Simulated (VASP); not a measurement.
Level of theory: r2SCAN meta-GGA, VASP's PBE PAW potentials (set 64) (plane waves; VASP).

Gaps are without spin-orbit coupling.

Question: Order these relaxed crystals by band gap, smallest first: BaTiO3, Pm-3m (221); Te, P3_121 (152); CdSe, F-43m (216); BiSb, R3m (160).

Answer: BiSb, R3m (160) (0.10 eV), Te, P3_121 (152) (0.49 eV), CdSe, F-43m (216) (1.04 eV), BaTiO3, Pm-3m (221) (2.12 eV)
